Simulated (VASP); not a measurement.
Input:

```xyz
5
Lattice="-1.9985 1.9985 4.8176 1.9985 -1.9985 4.8176 1.9985 1.9985 -4.8176" Properties=species:S:1:pos:R:3 pbc="T T T"
La     0.0000     0.0000     0.0000
Ni     1.9985     0.0000     2.4088
Ni     0.0000     1.9985     2.4088
P      0.0000     0.0000     6.1119
P      0.0000     0.0000     3.5232
```

Method: PBEsol GGA, VASP's PBE PAW potentials (set 64) (plane waves; VASP 6.6.1). Run with 300 eV cut-off, 8×8×8 Γ-centred mesh, Fermi-Dirac smearing of 0.10 eV, potentials La Ni P.

At this cut-off the stress carries a Pulay error, which pulls relaxed volumes low. Energy and stress use the plane-wave basis of the starting cell.

Question: The ions, cell shape and volume are relaxed. Which structure does the run end with?

Answer: 
```xyz
5
Lattice="-1.9807 1.9807 4.7483 1.9807 -1.9807 4.7483 1.9807 1.9807 -4.7483" Properties=species:S:1:pos:R:3 pbc="T T T"
La     1.9807     1.9807    -4.7483
Ni     1.9807     0.0000     2.3742
Ni     0.0000     1.9807     2.3742
P      0.0000     0.0000     5.9872
P      0.0000     0.0000     3.5095
```
Space group I4/mmm (139), at a tolerance of 0.03 Å.

Question: How do energy and volume change from the first to the last step?

Answer: The energy (σ→0) changes by -7.4 meV/atom and the volume by -3.2 %, in 10 ionic steps.

The structure comes from a computed database's LaNi2P2 entry (I4/mmm); how it stands against other phases isn't given here. This run relaxes it. Symmetry was kept, so distortions that lower it aren't found. The run is one of a series of settings (EDIFFG = -0.01, IBRION = 2, ISIF = 3, NSW = 50 against the base run), some of them coarse on purpose. The run is not spin-polarised, so no magnetic state was tried. The electron count is odd and the run is not spin-polarised, which forces a metal.
